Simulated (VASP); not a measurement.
Consider the following.

```yaml
crystal:
  lattice:
    - [0.00000, 2.71963, 2.71963]
    - [2.71963, 0.00000, 2.71963]
    - [2.71963, 2.71963, 0.00000]
  atoms:
    - { symbol: Ag, position: [0.00000, 0.00000, 0.00000] }
    - { symbol: Cl, position: [0.50000, 0.50000, 0.50000] }
```

Computed with PBEsol GGA, VASP's PBE PAW potentials (set 64) (plane waves; VASP). Numerical set-up: 400 eV cut-off, 11×11×11 Γ-centred mesh, Gaussian smearing of 0.010 eV, potentials Ag Cl.

Q: Give the direction-averaged independent-particle dielectric function (no local fields, no excitons; a broadening of 0.1 eV leaves a tail below the gap, and fine structure carries the noise of the k-mesh).

A: 
| ħω (eV) | ε₁ | ε₂ |
|---|---|---|
| 0.00 | 5.71 | 0.00 |
| 0.20 | 5.71 | 0.01 |
| 0.50 | 5.74 | 0.01 |
| 0.80 | 5.80 | 0.03 |
| 1.10 | 5.89 | 0.04 |
| 1.40 | 6.02 | 0.05 |
| 1.70 | 6.20 | 0.07 |
| 1.90 | 6.36 | 0.09 |
| 2.20 | 6.67 | 0.12 |
| 2.50 | 7.12 | 0.19 |
| 2.80 | 7.89 | 0.38 |
| 3.10 | 9.05 | 1.99 |
| 3.40 | 8.95 | 2.75 |
| 3.70 | 8.51 | 2.63 |
| 3.90 | 8.45 | 5.42 |
| 4.20 | 8.34 | 4.83 |
| 4.50 | 7.98 | 6.69 |
| 4.80 | 3.40 | 7.23 |
| 5.10 | 2.70 | 7.79 |
| 5.40 | 1.79 | 5.06 |
| 5.60 | 2.07 | 4.85 |
| 5.90 | 3.16 | 3.54 |
| 6.20 | 3.43 | 4.57 |
| 6.50 | 1.12 | 4.59 |
| 6.80 | 2.44 | 2.78 |
| 7.10 | 2.73 | 3.34 |
| 7.40 | 3.54 | 3.80 |
| 7.60 | 3.00 | 3.89 |
| 7.90 | 3.48 | 4.64 |
| 8.20 | 2.91 | 5.38 |
| 8.50 | 2.37 | 5.79 |
| 8.80 | 0.73 | 5.44 |
| 9.10 | 0.65 | 4.40 |
| 9.30 | 0.24 | 4.39 |
| 9.60 | 0.18 | 4.21 |
| 9.90 | 1.19 | 3.45 |
| 10.20 | 0.02 | 5.28 |
| 10.50 | -0.54 | 3.87 |
| 10.80 | -0.87 | 2.92 |
| 11.10 | -0.27 | 2.71 |
ε₂ peaks at 3.9 eV (height 5.4), 4.7 eV (height 9.1), 6.3 eV (height 5.6), 8.6 eV (height 6.0), 10.2 eV (height 5.3); ε₁(0) averages 5.71, so the electronic refractive index below the gap tends to √5.71 = 2.39.

The compound is AgCl in the rock salt structure. It was relaxed first, which changed the volume by -6 %.
